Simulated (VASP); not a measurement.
Calculation: PBEsol GGA, VASP's PBE PAW potentials (set 64) (plane waves; VASP).

A VASP calculation is set up with these files.

POSCAR:
```
BaSr3O4
1.0
  5.2550000000   0.0000000000   0.0000000000
  0.0000000000   5.2550000000   0.0000000000
  0.0000000000   0.0000000000   5.2550000000
Sr O Ba
3 4 1
Cartesian
  0.0000000000   0.0000000000   0.0000000000
  2.6275000000   2.6275000000   0.0000000000
  2.6275000000   0.0000000000   2.6275000000
  2.6275000000   2.6275000000   2.6275000000
  0.0000000000   0.0000000000   2.6275000000
  0.0000000000   2.6275000000   0.0000000000
  2.6275000000   0.0000000000   0.0000000000
  0.0000000000   2.6275000000   2.6275000000
```

KPOINTS:
```
k-points along high-symmetry lines
15
Line-mode
Reciprocal
  0.000000   0.000000   0.000000 ! GAMMA
  0.000000   0.500000   0.000000 ! X

  0.000000   0.500000   0.000000 ! X
  0.500000   0.500000   0.000000 ! M

  0.500000   0.500000   0.000000 ! M
  0.000000   0.000000   0.000000 ! GAMMA

  0.000000   0.000000   0.000000 ! GAMMA
  0.500000   0.500000   0.500000 ! R

  0.500000   0.500000   0.500000 ! R
  0.000000   0.500000   0.000000 ! X

  0.500000   0.500000   0.500000 ! R
  0.500000   0.500000   0.000000 ! M
```

INCAR:
```
LWAVE = .FALSE.
GGA = PS   ! PBEsol
LREAL = .FALSE.   ! projection in real space or not
LORBIT = 11   ! lm-projected
ICHARG = 11   ! fixed density
NELM = 100   ! most electronic steps
EDIFF = 1E-7   ! SCF stop (eV)
LMAXMIX = 4
PREC = Accurate
ALGO = Normal
ISMEAR = 0   ! Gaussian
ENCUT = 520   ! plane-wave cut-off (eV)
LCHARG = .FALSE.
SYSTEM = BaSr3O4
SIGMA = 0.05   ! width (eV)
LASPH = .TRUE.
```

POTCAR, in this order: Sr_sv O Ba_sv (PBE.64 set). Program: vasp_std. Read from the step before: CHGCAR.

Output

OSZICAR:
```
       N       E                     dE             d eps       ncg     rms          rms(c)
DAV:   1     0.427026117482E+03    0.42703E+03   -0.33430E+04  6840   0.161E+03
DAV:   2    -0.169558099932E+02   -0.44398E+03   -0.42854E+03  9318   0.342E+02
DAV:   3    -0.482935605625E+02   -0.31338E+02   -0.30478E+02  9192   0.826E+01
DAV:   4    -0.496335268885E+02   -0.13400E+01   -0.13359E+01 10498   0.145E+01
DAV:   5    -0.496628441744E+02   -0.29317E-01   -0.29299E-01  9036   0.202E+00
DAV:   6    -0.496635982190E+02   -0.75404E-03   -0.75393E-03  9972   0.290E-01
DAV:   7    -0.496636199487E+02   -0.21730E-04   -0.21727E-04  9386   0.427E-02
DAV:   8    -0.496636206027E+02   -0.65403E-06   -0.65390E-06  8610   0.660E-03
DAV:   9    -0.496636206291E+02   -0.26380E-07   -0.26397E-07  5972   0.125E-03
   1 F= -.49663621E+02 E0= -.49663621E+02  d E =-.792931E-13
```

OUTCAR:
```
 val. band max:        2.0333161932   @ k =   0.0000   0.0000   0.0000

 cond. band min:       4.3241894257   @ k =   0.0000   0.0000   0.0000



 k-point     1 :       0.0000    0.0000    0.0000
  band No.  band energies     occupation
      1     -31.1301      2.00000
      2     -31.0260      2.00000
      3     -31.0260      2.00000
      4     -22.9599      2.00000
      5     -13.5734      2.00000
      6     -13.5679      2.00000
      7     -13.5679      2.00000
      8     -13.5679      2.00000
      9     -13.4699      2.00000
     10     -13.4699      2.00000
     11     -13.3204      2.00000
     12     -13.1866      2.00000
     13     -13.1866      2.00000
     14     -13.1866      2.00000
     15     -12.9827      2.00000
     16     -12.9827      2.00000
     17     -12.9827      2.00000
     18      -8.5485      2.00000
     19      -8.5485      2.00000
     20      -8.5485      2.00000
     21       0.9587      2.00000
     22       0.9587      2.00000
     23       0.9587      2.00000
     24       1.2522      2.00000
     25       1.2522      2.00000
     26       1.2522      2.00000
     27       1.3293      2.00000
     28       1.3293      2.00000
     29       1.3293      2.00000
     30       2.0333      2.00000
     31       2.0333      2.00000
     32       2.0333      2.00000
     33       4.3242      0.00000
     34       4.3242      0.00000
     35       4.3242      0.00000
     36       5.0616      0.00000
     37       7.2629      0.00000
     38       7.2629      0.00000

 k-point     2 :       0.0000    0.0357    0.0000
  band No.  band energies     occupation
      1     -31.1298      2.00000
      2     -31.0262      2.00000
      3     -31.0260      2.00000
      4     -22.9598      2.00000
      5     -13.6502      2.00000
      6     -13.5667      2.00000
      7     -13.5667      2.00000
      8     -13.5468      2.00000
      9     -13.5053      2.00000
     10     -13.4475      2.00000
     11     -13.3088      2.00000
...
```

The density is held fixed in this step, so its total energy and stress have no physical meaning. Unless said otherwise, spin-orbit coupling is left out, though it shifts the bands of the heavy elements here.

The structure was generated: BaSr3O4 was put into an ordered model structure (Pm-3m), which need not be its known phase. The cell was not relaxed at this level.
